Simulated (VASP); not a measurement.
All values below come from optB86b-vdW, VASP's PBE PAW potentials (set 64) (plane waves; VASP 6.6.1).

A VASP calculation is set up with these files.

POSCAR:
```
PbS
1.0
  0.0000000000   2.9757225541   2.9757225541
  2.9757225541   0.0000000000   2.9757225541
  2.9757225541   2.9757225541   0.0000000000
Pb S
1 1
Cartesian
  0.0000000000   0.0000000000   0.0000000000
  2.9757225541   2.9757225541   2.9757225541
```

### INCAR
```
SYSTEM  =  PbS
PREC  =  Accurate; ENCUT  =  520; LREAL  =  .FALSE.
LASPH  =  .TRUE.
EDIFF  =  1E-7; NELM  =  100; ALGO  =  Normal
LMAXMIX  =  4
ISMEAR  =  -5
GGA  =  MK; LUSE_VDW  =  .TRUE.; AGGAC  =  0.0
PARAM1  =  0.1234; PARAM2  =  1.0
ISIF  =  2
LWAVE  =  .FALSE.; LCHARG  =  .TRUE.; LORBIT  =  11
NEDOS  =  601
```

File KPOINTS:
```
Automatic mesh
0
Gamma
9 9 9
0 0 0
```

POTCAR, in this order: Pb_d S (PBE.64 set). Program: vasp_std.

What will the output report for the number of irreducible k-points (NKPTS), largest plane-wave count, number of space-group operations, FFT grid (NGX, NGY, NGZ)?

| Item | Value |
|---|---|
| number of irreducible k-points (NKPTS) | 35 |
| largest plane-wave count | 1430 |
| number of space-group operations | 48 |
| FFT grid (NGX, NGY, NGZ) | 32 × 32 × 32 |

The compound is PbS in the rock salt structure. It was relaxed first.
